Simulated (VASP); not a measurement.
Data:

```xyz
1
Lattice="0.0000 1.9703 1.9703 1.9703 0.0000 1.9703 1.9703 1.9703 0.0000" Properties=species:S:1:pos:R:3 pbc="T T T"
Pd     0.0000     0.0000     0.0000
```

Method: PBE GGA, VASP's PBE PAW potentials (set 64) (plane waves; VASP). Settings: 500 eV cut-off, 16×16×16 Γ-centred mesh, first-order Methfessel-Paxton smearing of 0.10 eV, potentials Pd.

Q: Predict the energy per atom (σ→0), band gap (on the k-mesh) with the smallest direct gap where there is one.

A: 
The band gap (on the k-mesh) is none (metal, semimetal or under 0.01 eV). The energy per atom (σ→0) is -5.217 eV/atom.

Total energies compare only between runs with the same potentials, cut-off and functional.

The compound is Pd in the fcc structure. It was relaxed first.
